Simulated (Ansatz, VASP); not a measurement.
# Cross-check of HfO2 between VASP and Ansatz, part 3 of 3

Aim: how closely do two programs agree when they are given the same cell, functional and k mesh? The cell is taken from a series of runs on this material, whose earlier steps may have relaxed, scaled, displaced or heated it; both programs get it as it stands.

VASP 6.6.1 and Ansatz 0.2.0.

So far: Set-up; VASP: zone-centre phonons, PBE.

## 3. Ansatz: zone-centre phonons, PBE

Level of this step: Ansatz beside VASP: Kohn-Sham DFT, plane waves, PBE (Ansatz).

Ansatz runs on its PAW soft_1 files.

The same cell, functional and mesh now go to Ansatz, which takes its cutoff from its data sets.

Input file input.yaml:

```yaml
crystal:
  lattice:
    - [3.5961863017, 0.0, 0.0]
    - [0.0, 3.5961863017, 0.0]
    - [0.0, 0.0, 5.2374665114]
  atoms:
    - { symbol: O, position: [0.0, 0.5, 0.6954577188] }
    - { symbol: O, position: [0.5, 0.0, 0.8045422812] }
    - { symbol: O, position: [0.5, 0.0, 0.3045422812] }
    - { symbol: O, position: [0.0, 0.5, 0.1954577188] }
    - { symbol: Hf, position: [0.5, 0.5, 0.5] }
    - { symbol: Hf, position: [0.0, 0.0, 0.0] }
kpoints:
  mp_grid: { grid: [8, 8, 4] }
hamiltonian:
  xc: pbe
  pseudopotentials: { kind: paw, azcp: { folder: soft_1 } }
scf:
  occupations: { method: fixed }
output:
  eigenvalues: true
phonons:
  method: dfpt
  dielectric: true
  rigid_motions: translations
```

Run with:

```bash
$ ansatz run input.yaml --threads 8 --pin off --max-ram 16384MiB --backend cpu --events-out ev --progress --plain --runs-dir out
```

Numbers of over 12 decimals in the logs are rounded to 6 here.

The log of the run:

```text
Engine: ansatz 0.2.0, aarch64-unknown-linux-gnu
Pseudopotentials: kind: paw
Pseudopotential: O, paw, valence charge 6, recommended cutoff 420 eV (normal), soft_1/O.paw.azcp
Pseudopotential: Hf, paw, valence charge 26, recommended cutoff 420 eV (normal), soft_1/Hf.paw.azcp
Functional definition: PBE
  parameter kappa = 0.804
  parameter beta = 0.066725
  exchange = pbe_x(kappa = kappa, mu = beta*pi^2/3)
  correlation = pbe_c(beta = beta)
Crystal: 6 atoms, lattice volume = 67.734 Å³
Basis set: ecut = 420 eV, 1313 PW (Γ), exchange–correlation on 60×60×72 points (8 copies of the dense FFT grid, shifted against one another)
Bands: 46, of which v1, the nominal top of the filled ones, is band 38 counted from 1 (37 counted from 0)
Symmetry: 16 space group operations
k-points: 132 of 256 (irreducible under 1 space group operation, time reversal used)
Non-local potential: O, projectors of the file, l = 0: 2, l = 1: 2, l = 2: 1
Non-local potential: Hf, projectors of the file, l = 0: 3, l = 1: 2, l = 2: 2, l = 3: 3
PAW form: soft (Blöchl's): semilocal exchange-correlation on the pseudo side does not see the compensation charge
PAW one-centre angular grid: O, 110 points (default); XC on 64 Gauss nodes
PAW one-centre angular grid: Hf, 590 points (default); XC on 64 Gauss nodes
Initial density: superposition of atomic densities (chi_scale 0.1, normalization cell, long waves kept (reshape's long-wave potential 0.00 eV rms))
Initial wavefunctions: pseudopotential atomic-orbital guess
Functional: x = pbe(κ = 0.804, μ = 0.219515), c = pbe(β = 0.066725)
SCF iter   1: F=—  HF=-33725.865870 eV  |F-HF|=—  |Δ(HF+E_count)|=         —  Δρ=8.70e-2  dr2=3.88e0  ethr=3.10e-3  ⟨swp⟩=4.0  Hψ=16720  notcnv=0  defer=521
preconditioner: auto → Resta (q_TF=auto, 2.781 Å⁻¹)  ε∞=5.0  [insulator: Δε(μ)=3.781 eV  Ē_g=19.243 eV  n_scr=28 (ndim 8)  ℏωp=38.3 eV  f_vac=0.002  ε∞_Penn≈5.0]
SCF iter   2: F=—  HF=-33725.013779 eV  |F-HF|=—  |Δ(HF+E_count)|=   8.52e-1  Δρ=4.25e-2  dr2=1.03e0  ethr=3.10e-3  ⟨swp⟩=2.0  Hψ=12366  notcnv=0  defer=528
SCF iter   3: F=—  HF=-33724.805564 eV  |F-HF|=—  |Δ(HF+E_count)|=   2.08e-1  Δρ=2.15e-2  dr2=2.64e-1  ethr=1.35e-3  ⟨swp⟩=2.0  Hψ=9822  notcnv=0  defer=778
SCF iter   4: F=—  HF=-33724.709938 eV  |F-HF|=—  |Δ(HF+E_count)|=   9.56e-2  Δρ=7.38e-3  dr2=2.77e-2  ethr=3.48e-4  ⟨swp⟩=2.0  Hψ=10936  notcnv=0  defer=736
SCF iter   5: F=—  HF=-33724.728353 eV  |F-HF|=—  |Δ(HF+E_count)|=   1.84e-2  Δρ=3.08e-3  dr2=6.04e-3  ethr=3.64e-5  ⟨swp⟩=2.9  Hψ=10798  notcnv=0  defer=782
SCF iter   6: F=—  HF=-33724.727880 eV  |F-HF|=—  |Δ(HF+E_count)|=   4.73e-4  Δρ=7.38e-4  dr2=3.79e-4  ethr=7.95e-6  ⟨swp⟩=2.0  Hψ=9811  notcnv=0  defer=792
SCF iter   7: F=—  HF=-33724.728718 eV  |F-HF|=—  |Δ(HF+E_count)|=   8.38e-4  Δρ=4.69e-4  dr2=1.20e-4  ethr=4.98e-7  ⟨swp⟩=2.0  Hψ=10866  notcnv=0  defer=727
SCF iter   8: F=—  HF=-33724.728838 eV  |F-HF|=—  |Δ(HF+E_count)|=   1.21e-4  Δρ=6.70e-5  dr2=2.10e-6  ethr=1.58e-7  ⟨swp⟩=2.2  Hψ=9830  notcnv=0  defer=524
SCF iter   9: F=—  HF=-33724.728844 eV  |F-HF|=—  |Δ(HF+E_count)|=   5.62e-6  Δρ=1.07e-5  dr2=4.17e-8  ethr=2.76e-9  ⟨swp⟩=2.1  Hψ=11086  notcnv=0  defer=482
SCF iter  10: F=—  HF=-33724.728844 eV  |F-HF|=—  |Δ(HF+E_count)|=   1.64e-7  Δρ=1.58e-6  dr2=8.79e-10  ethr=5.48e-11  ⟨swp⟩=2.3  Hψ=10476  notcnv=0  defer=482
SCF iter  11: F=-33724.728844 eV  HF=-33724.728844 eV  |F-HF|=2.18e-11  |Δ(HF+E_count)|=   2.97e-9  Δρ=3.25e-7  dr2=5.35e-11  ethr=1.00e-12  ⟨swp⟩=14.7  Hψ=44095  notcnv=0
SCF 1 converged in 11 iterations: F = -33724.728844 eV  dr2 = 5.35e-11
  greatest PAW one-centre occupation: 0.999 electrons in one spin orbital (limit 2), on the Hf atom at site 5 (counted from 0), in its partial waves of l = 0
DFPT response loops at Γ: preconditioner auto → none (the input reference at scf.mixing.eps_inf says where Resta's filter doesn't serve); β = 0.50; Broyden in place of MSR1
── the response to a field inside a basis, on 8×8×4 k-points: an SCF that follows is theirs, and a resumed run solves both again ──
Bands: 39, of which v1, the nominal top of the filled ones, is band 38 counted from 1 (37 counted from 0)
k-points: 20 of 256
Initial density: handed on by an earlier stage of this run
Initial wavefunctions: pseudopotential atomic-orbital guess (no wavefunctions were taken with the density)
Eigensolver: Dense (20 Hₖ)
SCF iter   1: F=—  HF=-33724.643799 eV  |F-HF|=—  |Δ(HF+E_count)|=         —  Δρ=4.15e-4  dr2=1.99e-5  ethr=1.00e-1
preconditioner: auto → Resta (q_TF=auto, 2.781 Å⁻¹)  ε∞=6.2  [insulator: Δε(μ)=4.908 eV  Ē_g=16.713 eV  n_scr=28 (ndim 8)  ℏωp=38.3 eV  f_vac=0.063  ε∞_Penn≈6.2]
SCF iter   2: F=—  HF=-33724.643811 eV  |F-HF|=—  |Δ(HF+E_count)|=   1.18e-5  Δρ=2.23e-4  dr2=1.04e-5  ethr=2.62e-8
SCF iter   3: F=—  HF=-33724.643816 eV  |F-HF|=—  |Δ(HF+E_count)|=   5.62e-6  Δρ=1.31e-4  dr2=2.63e-6  ethr=1.37e-8
SCF iter   4: F=—  HF=-33724.643820 eV  |F-HF|=—  |Δ(HF+E_count)|=   3.41e-6  Δρ=5.53e-5  dr2=4.79e-7  ethr=3.46e-9
SCF iter   5: F=-33724.643820 eV  HF=-33724.643820 eV  |F-HF|=2.26e-8  |Δ(HF+E_count)|=   7.10e-7  Δρ=1.29e-5  dr2=4.77e-8  ethr=6.31e-10
SCF 1 converged in 5 iterations: F = -33724.643820 eV  dr2 = 4.77e-8
DFPT response loops at Γ: mixed as the last ones told, above
SCF converged after 11 iterations
Free energy (F): -33724.728844 eV
Harris-Foulkes:  -33724.728844 eV  (|F-HF|=2.18e-11)
Internal energy: -33724.728844 eV  (E = F + TS)
E sigma→0 (E₀):  -33724.728844 eV
Fermi energy:    13.366553 eV
--- Per-component energies (eV) ---
  E_band       = -45.450149
  E_kinetic    = 1484.877515
  E_local      = -14265.343729  (includes V_loc(G=0)·N_el)
  E_nonlocal   = 337.161507
  E_hartree    = 6785.540096
  E_xc         = -819.296811
  E_vxc        = -875.032578  (∫ρ·V_xc dr)
  E_paw        = -16050.115439  (= ΣΔE_a)
  E_vpaw       = -298.196109  (= ΣTr[D̂ρ^β])
  E_aug_tail   = 0.003167  (compensation charges beyond the density's cutoff)
  E_ewald      = -11197.555150
  E_smearing   = -0.000000  (= −TS)
  E_closure    = 0.000000  (closes the sum)
  Σ components = -33724.728844   (vs F -33724.728844, Δ=0.00e0)
--- Band table (eV; the first three rows and the last of 132) ---
  k-point 0: bands = [... 34 lower, 12.6538, 13.2255, 13.3007, 13.3007, 18.0363, 18.0615, 19.2221, 19.4188, ... 4 higher]
  k-point 1: bands = [... 34 lower, 12.4147, 12.4147, 13.3336, 13.3336, 18.2310, 18.3435, 19.1834, 19.2318, ... 4 higher]
  k-point 2: bands = [... 34 lower, 12.6796, 12.6796, 13.3666, 13.3666, 18.6753, 18.6753, 18.9675, 18.9675, ... 4 higher]
  k-point 131: bands = [... 34 lower, 11.9408, 11.9408, 13.3187, 13.3187, 19.2169, 19.2169, 19.5833, 19.5833, ... 4 higher]
--- Phonons (Γ-DFPT): 5 representative perturbations + reference, on 132 of 256 k-points (Σ response iterations 21) ---
  k mesh reduced under 1 symmetry operation, with k and −k counted as one. Each operation leaves every solved perturbation unchanged. A smaller set is not considered because the run solves the response to a homogeneous field
  ASR residual: 1.091e-4 → 0.000e0 eV/Å²; symmetrization residual: 1.559e-5 eV/Å²
  ASR residual per site (eV/Å²): 1.09e-4 1.09e-4 1.09e-4 1.09e-4 7.05e-5 7.05e-5
  Γ frequencies (cm⁻¹): 0.00 0.00 0.00 44.74 44.74 95.20 95.20 213.24 305.43 307.82 425.51 425.51 450.73 450.73 579.01 635.57 653.06 653.06
  ε∞ (high-frequency dielectric tensor):
        5.257031     0.000000     0.000000
        0.000000     5.257031     0.000000
        0.000000     0.000000     4.720154
  ε⁰ (static dielectric tensor: ions relaxed, cell fixed):
      295.546218     0.000000     0.000000
        0.000000   295.546218     0.000000
        0.000000     0.000000    17.589910
  ε⁰ − ε∞ (ionic part):
      290.289187     0.000000     0.000000
        0.000000   290.289187     0.000000
        0.000000     0.000000    12.869757
  softest optical mode at Γ: 44.74 cm⁻¹; the repairs (sum rule, projections) moved no ω² at Γ by more than (2.57 cm⁻¹)²
  Born effective charges Z* (e; rows j = field, columns β = displacement):
    site 0:
        -3.49071    0.00000    0.00000
         0.00000   -2.05592   -0.00000
        -0.00000    0.00000   -2.38608
    site 1:
        -3.49071    0.00000    0.00000
         0.00000   -2.05592    0.00000
        -0.00000    0.00000   -2.38608
    site 2:
        -2.05592    0.00000    0.00000
        -0.00000   -3.49071    0.00000
         0.00000    0.00000   -2.38608
    site 3:
        -2.05592    0.00000    0.00000
        -0.00000   -3.49071    0.00000
         0.00000   -0.00000   -2.38608
    site 4:
         5.54664    0.00000   -0.00000
         0.00000    5.54664   -0.00000
         0.00000    0.00000    4.77216
    site 5:
[...]
Z* charge neutrality: 4.081e-3 e pre-enforcement
  solved inside a basis spanned on kpoints, on 8×8×4 k-points, its susceptibility summed on 10×10×6: ε∞ is read to err by 1.5e-2, Z* by 2.9e-2 e (field_mesh: kpoints solves on kpoints); Z* is corrected for what the basis lacks
  optical modes at Γ without the LO–TO term, one row a degenerate level:
      ω (cm⁻¹)  modes    IR ((D/Å)²/amu)
[...]
optical modes at Γ + LO–TO along q̂ = [1.0000, 0.0000, 0.0000]:
      ω (cm⁻¹)  modes    IR ((D/Å)²/amu)
[...]
optical modes at Γ + LO–TO along q̂ = [0.0000, 1.0000, 0.0000]:
      ω (cm⁻¹)  modes    IR ((D/Å)²/amu)
[...]
optical modes at Γ + LO–TO along q̂ = [0.0000, 0.0000, 1.0000]:
      ω (cm⁻¹)  modes    IR ((D/Å)²/amu)
[...]
213.24      1             0.0000
        305.43      1             0.0000
        425.51      2             0.0000
        450.73      2            74.3942
        579.01      1             0.0000
        594.23      1            38.7270
        635.57      1             0.0000
        653.06      2             0.0000
```

In the SCF lines HF is the Harris–Foulkes energy and dr2 the Hartree energy of the density residual, in eV; the loop may stop once dr2 is under the threshold and the program's other checks hold. Hψ counts applications of the Hamiltonian.

## 4. Comparison

Known differences besides the potentials themselves: fixed occupations in Ansatz, narrow Gaussian smearing in VASP; VASP's response is taken on the typed mesh, Ansatz refines its own for the field response alone; the data sets hold 76 valence electrons in Ansatz (on its PAW soft_1 files) and 44 in VASP; the cutoff is 420 eV in Ansatz and 600 eV in VASP. Total energies have different zeros and are not compared.

The two programs side by side:

| quantity | Ansatz | VASP | difference |
| --- | --- | --- | --- |
| ε∞ xx | 5.26 | 5.21 | +0.94 % |
| ε∞ yy | 5.26 | 5.21 | +0.94 % |
| ε∞ zz | 4.72 | 4.68 | +0.79 % |
| Born charge of O1 (mean of the diagonal) (e) | -2.64 | -2.63 | -0.01 |
| Born charge of Hf5 (mean of the diagonal) (e) | 5.29 | 5.26 | +0.03 |
| optical mode 1 to 2 (cm⁻¹) | 44.7 | 44.8 | -0.1 |
| optical mode 3 to 4 (cm⁻¹) | 95.2 | 93.6 | +1.67 % |
| optical mode 5 (cm⁻¹) | 213.2 | 210.8 | +1.16 % |
| optical mode 6 (cm⁻¹) | 305.4 | 302.8 | +0.86 % |
| optical mode 7 (cm⁻¹) | 307.8 | 303.3 | +1.49 % |
| optical mode 8 to 9 (cm⁻¹) | 425.5 | 426.7 | -0.28 % |
| optical mode 10 to 11 (cm⁻¹) | 450.7 | 445.8 | +1.11 % |
| optical mode 12 (cm⁻¹) | 579.0 | 577.9 | +0.19 % |
| optical mode 13 (cm⁻¹) | 635.6 | 634.0 | +0.25 % |
| optical mode 14 to 15 (cm⁻¹) | 653.1 | 650.3 | +0.43 % |

Modes are paired by rising frequency, not by their patterns, so a pair may set unlike modes beside each other; they are those without the splitting of longitudinal modes.

## 5. Summary of results

| Quantity | Value |
| --- | --- |
| r.m.s. difference of the optical zone-centre modes, each program's sorted by frequency (zone-centre phonons, PBE) | 2.7 cm⁻¹ |
| difference in optical mode 3 to 4 (zone-centre phonons, PBE) | +1.7 % |

In words: The r.m.s. difference of the optical zone-centre modes, each program's sorted by frequency is 2.7 cm⁻¹ (zone-centre phonons, PBE). The data sets hold unlike numbers of valence electrons (76 in Ansatz and 44 in VASP), so part of the differences may come from the potentials. Among the rows given in per cent, the largest difference of the zone-centre phonons, PBE pair is in optical mode 3 to 4, +1.7 %. How closely two codes agree says nothing of how well the functional describes the real material.

[Lines on the potential files, build, host, timing and source positions are cut from VASP's logs without a mark.]

[Logs are printed without paths, hosts, clocks, repeated set-up lines and the standing remarks that a program may print on its own settings, such as how far it seeks lower states.]

[Hosts, paths, dates, database ids (printed as entryN), source tags and the programs' standing remarks are cut or masked in the printed files.]
